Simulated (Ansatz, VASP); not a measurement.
# KAl4 in VASP and in Ansatz

```xyz
5
Lattice="4.0143 0.0000 0.0000 0.0000 4.0143 0.0000 0.0000 0.0000 7.5219" Properties=species:S:1:pos:R:3 pbc="T T T"
K     0.0000    0.0000    3.7609
Al    0.0000    0.0000    0.8377
Al    0.0000    0.0000    6.6842
Al    2.0071    2.0071    6.5377
Al    2.0071    2.0071    0.9842
```

Alike in both runs: task single point; functional PBE; k mesh 4 × 4 × 2; occupations gaussian, width 0.1 eV; no spin polarisation.

|  | VASP | Ansatz |
| --- | --- | --- |
| version | VASP 6.6.1 | Ansatz 0.2.0 |
| potentials or method | VASP PAW PBE potentials, release 64 (K_sv, Al) | scalar-relativistic, plane waves, PAW |
| plane-wave cutoff (eV) | 520 | 420 |
| valence electrons in the cell | 21 | 21 |

|  | VASP | Ansatz | Ansatz less VASP |
| --- | --- | --- | --- |
| gap on the k mesh at the Fermi level (eV) | none | none | - |
| pressure (GPa) | 24.9 | 25.0 | +0.11 |
| largest component of the traceless stress (GPa) | 53.57 | 53.73 | +0.155 |
| rms of the force components (eV/Å) | 8.305 | 8.356 | +0.0502 |

Atom by atom the forces differ by 0.054 eV/Å (rms over components). A gap of «none» marks a metal or a gap that the smearing closes. With one functional, cell and mesh, what is left measures potentials, basis and numerics.

Caveats: the k mesh is coarse (spacing up to 0.42 Å⁻¹), so the values aren't converged; so large a pressure means that the cell lies far from this level's equilibrium, or that cutoff or potentials fall short (VASP); forces of over 1 eV/Å show positions far from the minimum, so gaps and moduli don't describe the material at rest.
